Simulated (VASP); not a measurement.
Data:

```
CELL_PARAMETERS angstrom
      5.25157     0.00000     0.00000
      0.00000     3.47946     0.00000
      0.00000     0.00000     5.79629
ATOMIC_POSITIONS crystal
  Ni 0.50573 0.25000 0.69336
  Ni 0.00573 0.25000 0.80664
  Ni 0.49427 0.75000 0.30664
  Ni 0.99427 0.75000 0.19336
  Ge 0.69076 0.25000 0.08741
  Ge 0.19076 0.25000 0.41259
  Ge 0.30924 0.75000 0.91259
  Ge 0.80924 0.75000 0.58741
```

Calculation: r2SCAN meta-GGA, VASP's PBE PAW potentials (set 64) (plane waves; VASP 6.6.1). Settings: 400 eV cut-off, 7×10×6 Γ-centred mesh, tetrahedra with Blöchl corrections, potentials Ni Ge_d.

### Question
Give the energies of bands 40 to 53 at the high-symmetry points, in eV from the Fermi level.

### Answer

| band | Γ | X | S | Y | Z | U | R | T |
|---|---|---|---|---|---|---|---|---|
| 40 | -2.04 | -2.44 | -2.59 | -2.25 | -2.46 | -2.48 | -2.36 | -2.36 |
| 41 | -2.00 | -2.25 | -1.98 | -2.08 | -1.97 | -2.01 | -2.03 | -2.12 |
| 42 | -2.00 | -2.25 | -1.98 | -2.08 | -1.97 | -2.01 | -2.03 | -2.12 |
| 43 | -1.93 | -1.84 | -1.98 | -1.89 | -1.90 | -2.00 | -2.03 | -1.88 |
| 44 | -1.90 | -1.84 | -1.98 | -1.89 | -1.90 | -2.00 | -2.03 | -1.88 |
| 45 | -1.81 | -1.73 | -1.48 | -1.82 | -1.33 | -0.94 | -1.72 | -1.83 |
| 46 | -1.23 | -1.73 | -1.48 | -1.82 | -1.33 | -0.94 | -1.72 | -1.83 |
| 47 | -1.19 | 1.01 | -1.48 | -1.34 | -0.24 | 0.84 | -1.72 | -1.63 |
| 48 | -0.84 | 1.01 | -1.48 | -1.34 | -0.24 | 0.84 | -1.72 | -1.63 |
| 49 | 0.81 | 1.39 | 0.25 | -0.56 | 0.92 | 2.55 | 2.49 | 0.38 |
| 50 | 0.98 | 1.39 | 0.25 | -0.56 | 0.92 | 2.55 | 2.49 | 0.38 |
| 51 | 3.86 | 3.37 | 0.25 | 2.15 | 2.83 | 2.63 | 2.49 | 0.80 |
| 52 | 4.14 | 3.37 | 0.25 | 2.15 | 2.83 | 2.63 | 2.49 | 0.80 |
| 53 | 4.68 | 4.65 | 4.59 | 2.37 | 4.61 | 2.86 | 3.52 | 2.17 |

It has no gap at this level: it comes out as a metal or semimetal.

The structure was generated: NiGe was put into the MnP type (Pnma), which need not be its known phase. It was relaxed first. The run is not spin-polarised, so no magnetic state was tried.
